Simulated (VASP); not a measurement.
Consider the following.

```
BN
1.0
    1.25272     0.72326     3.40078
   -1.25272     0.72326     3.40078
    0.00000    -1.44652     3.40078
B N
1 1
Direct
  0.99961   0.99961   0.99961
  0.33282   0.33282   0.33282
```

The numbers are results of PBEsol GGA, VASP's PBE PAW potentials (set 64) (plane waves; VASP), not measurements. Numerical set-up: 520 eV cut-off, 14×14×14 Γ-centred mesh, tetrahedra with Blöchl corrections, potentials B N.

**Question.** What does the run give for the energy per atom (σ→0)?

**Answer.** 
```yaml
energy per atom (σ→0): -9.143 eV/atom
```

Total energies compare only between runs with the same potentials, cut-off and functional.

The structure comes from a computed database's BN entry (R3m); how it stands against other phases isn't given here. It was relaxed first.
